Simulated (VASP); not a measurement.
PtS2:

```
Pt S
1.0
     3.54320    0.00000    0.00000
    -1.77160    3.06850    0.00000
     0.00000    0.00000    5.03880
Pt S
1 2
Cartesian
  0.0000 0.0000 0.0000
  0.0000 2.0457 1.1438
  1.7716 1.0228 3.8950
```

- Program: VASP 6.6.1
- Task: relaxation of cell and atoms
- Functional: PBE
- Potentials or basis: VASP PAW PBE potentials, release 64 (Pt, S)
- Cutoff: 600 eV
- k mesh: 9 × 9 × 5
- Occupations: gaussian, width 0.03 eV
- Spin: no spin polarisation

At the start: pressure 11.1 GPa; volume 18.26 Å³/atom.

Q: Where does the relaxation end?

A: Over 27 steps the energy falls by 62.7 meV/atom and the volume is 22.78 Å³/atom (+24.8 %); space group P-3m1 (No. 164, to 0.05 Å).

The path:
| step | energy change (eV) | largest force (eV/Å) | pressure (GPa) | volume (Å³) |
| --- | --- | --- | --- | --- |
| 1 | 0.0000 | 1.2127 | 11.13 | 54.78 |
| 2 | 0.2406 | 1.3966 | -12.59 | 65.47 |
| 3 | -0.1406 | 0.0194 | -0.42 | 58.46 |
| 4 | -0.1408 | 0.0556 | -0.07 | 58.33 |
| 5 | -0.1408 | 0.0757 | 0.11 | 58.26 |
| 6 | -0.1481 | 0.0029 | 0.19 | 58.34 |
| 7 | -0.1528 | 0.1625 | 0.35 | 58.49 |
| 8 | -0.1529 | 0.1405 | 0.32 | 58.47 |
| 9 | -0.1558 | 0.1543 | 0.11 | 58.88 |
| 10 | -0.1629 | 0.1908 | -0.49 | 60.12 |
| 11 | -0.1709 | 0.2500 | -1.48 | 62.60 |
| 12 | -0.1719 | 0.2366 | -1.38 | 62.66 |
| 13 | -0.1747 | 0.1957 | -1.07 | 62.83 |
| 14 | -0.1790 | 0.1107 | -0.41 | 63.18 |
| 15 | -0.1818 | 0.0729 | 0.96 | 63.86 |
| 16 | -0.1819 | 0.0507 | 0.78 | 63.78 |
| 17 | -0.1827 | 0.0546 | 0.78 | 64.14 |
| 18 | -0.1847 | 0.0714 | 0.78 | 65.25 |
| 19 | -0.1865 | 0.1205 | 0.87 | 67.45 |
| 20 | -0.1879 | 0.0364 | -0.35 | 68.48 |
| 21 | -0.1881 | 0.0035 | -0.04 | 68.22 |
| 22 | -0.1881 | 0.0005 | -0.04 | 68.24 |
| 23 | -0.1882 | 0.0129 | -0.02 | 68.30 |
| 24 | -0.1882 | 0.0183 | -0.03 | 68.32 |
| 25 | -0.1882 | 0.0048 | 0.10 | 68.31 |
| 26 | -0.1882 | 0.0091 | 0.06 | 68.31 |
| 27 | -0.1882 | 0.0055 | 0.06 | 68.34 |

Final structure:
```
Pt S
1.0
     3.57230    0.00000    0.00000
    -1.78615    3.09370    0.00000
     0.00000    0.00000    6.18399
Pt S
1 2
Direct
  0.00000 0.00000 0.00000
  0.33333 0.66667 0.19840
  0.66667 0.33333 0.80160
```

Caveat: the volume moved by over 15 % at a fixed basis, so the end points are rough; this functional lacks dispersion, which binds the layers, so the pressure and a relaxed spacing across them are unreliable, and here the layers came unbound; the volume moved by +25 % from the deposited cell, more than functionals usually miss.
